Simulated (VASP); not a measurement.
Level of theory: PBE GGA with D4 dispersion, VASP's PBE PAW potentials (set 64) (plane waves; VASP).

Input for VASP

### KPOINTS
```
Automatic mesh
0
Gamma
8 8 8
0 0 0
```

INCAR:
```
ALGO=Normal
EDIFF=1E-7
ENCUT=520
GGA=PE
ISIF=2
ISMEAR=0
IVDW=13
LASPH=T
LCHARG=F
LMAXMIX=6
LREAL=F
LWAVE=F
NELM=100
PREC=Accurate
SIGMA=0.05
SYSTEM=HfO2
```

POSCAR:
```
HfO2
3.5708110
  0.0000000000   0.7071067243   0.7071067243
  0.7071067243   0.0000000000   0.7071067243
  0.7071067243   0.7071067243   0.0000000000
Hf O
1 2
Direct
  0.0000000000   0.0000000000   0.0000000000
  0.2500000000   0.2500000000   0.2500000000
  0.7500000000   0.7500000000   0.7500000000
```

POTCAR, in this order: Hf_pv O (PBE.64 set). Program: vasp_std.

The run wrote:

**OSZICAR**
```
       N       E                     dE             d eps       ncg     rms          rms(c)
DAV:   1     0.997406257418E+02    0.99741E+02   -0.13256E+04   870   0.146E+03
DAV:   2    -0.323558462371E+02   -0.13210E+03   -0.12937E+03  1122   0.325E+02
DAV:   3    -0.359794931155E+02   -0.36236E+01   -0.36215E+01  1122   0.527E+01
DAV:   4    -0.359984976367E+02   -0.19005E-01   -0.19003E-01  1094   0.412E+00
DAV:   5    -0.359986613467E+02   -0.16371E-03   -0.16371E-03  1108   0.347E-01    0.495E+01
DAV:   6    -0.303661679889E+02    0.56325E+01   -0.29717E+01   968   0.389E+01    0.438E+01
DAV:   7    -0.302760197088E+02    0.90148E-01   -0.75919E-01  1066   0.817E+00    0.293E+01
DAV:   8    -0.302535437394E+02    0.22476E-01   -0.21357E-01  1094   0.491E+00    0.596E+00
DAV:   9    -0.302429172833E+02    0.10626E-01   -0.42216E-02  1052   0.186E+00    0.168E+00
DAV:  10    -0.302429751791E+02   -0.57896E-04   -0.45644E-03  1155   0.536E-01    0.299E-01
DAV:  11    -0.302429456670E+02    0.29512E-04   -0.29683E-04  1003   0.145E-01    0.218E-01
DAV:  12    -0.302429557517E+02   -0.10085E-04   -0.51928E-05  1151   0.549E-02    0.536E-02
DAV:  13    -0.302429567231E+02   -0.97134E-06   -0.21330E-06  1081   0.118E-02    0.160E-02
DAV:  14    -0.302429568954E+02   -0.17229E-06   -0.50290E-07  1003   0.555E-03    0.172E-03
DAV:  15    -0.302429568972E+02   -0.18713E-08   -0.28920E-08   652   0.151E-03
   1 F= -.30836292E+02 E0= -.30836292E+02  d E =-.782955E-14
```

### OUTCAR
```
------------------------ aborting loop because EDIFF is reached ----------------------------------------
  Edisp (eV):   -0.59333
  FORCE on cell =-STRESS in cart. coord.  units (eV):
  Direction    XX          YY          ZZ          XY          YZ          ZX
  --------------------------------------------------------------------------------------
  Total      -0.00377    -0.00377    -0.00377     0.00000    -0.00000     0.00000
  in kB      -0.18748    -0.18748    -0.18748     0.00000    -0.00000     0.00000
  external pressure =       -0.19 kB  Pullay stress =        0.00 kB
  volume of cell :       32.19
      direct lattice vectors                 reciprocal lattice vectors
     0.000000000  2.524944469  2.524944469    -0.198024157  0.198024157  0.198024157
     2.524944469  0.000000000  2.524944469     0.198024157 -0.198024157  0.198024157
     2.524944469  2.524944469  0.000000000     0.198024157  0.198024157 -0.198024157
 POSITION                                       TOTAL-FORCE (eV/Angst)
 -----------------------------------------------------------------------------------
      0.00000      0.00000      0.00000        -0.000000      0.000000     -0.000000
      1.26247      1.26247      1.26247        -0.000000     -0.000000     -0.000000
      3.78742      3.78742      3.78742         0.000000      0.000000      0.000000
 -----------------------------------------------------------------------------------
    total drift:                                0.000000      0.000000      0.000000
  FREE ENERGIE OF THE ION-ELECTRON SYSTEM (eV)
  ---------------------------------------------------
  free  energy   TOTEN  =       -30.8362915142 eV

  energy  without entropy=      -30.8362915142  energy(sigma->0) =      -30.83629151
```
(Selected blocks of OUTCAR.)

The compound is HfO2 in the fluorite structure, the high-temperature cubic form, which is unstable at 0 K; the monoclinic form is the stable one. It was relaxed first.
